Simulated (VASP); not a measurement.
Given:

```
BaS
1.0
    0.00000     3.25890     3.25890
    3.25890     0.00000     3.25890
    3.25890     3.25890     0.00000
Ba S
1 1
Direct
  0.00000   0.00000   0.00000
  0.50000   0.50000   0.50000
```

The numbers are results of PBE GGA, VASP's PBE PAW potentials (set 64) (plane waves; VASP 6.6.1), not measurements. Numerical set-up: 400 eV cut-off, 5×5×5 Γ-centred mesh, Gaussian smearing of 0.050 eV, potentials Ba_sv S.

Q: Estimate the energy per atom (σ→0), pressure.

A: 
The energy per atom (σ→0) is -5.093 eV/atom and the pressure comes out as -1.10 GPa.

The compound is BaS in the rock salt structure. The cell was not relaxed at this level.
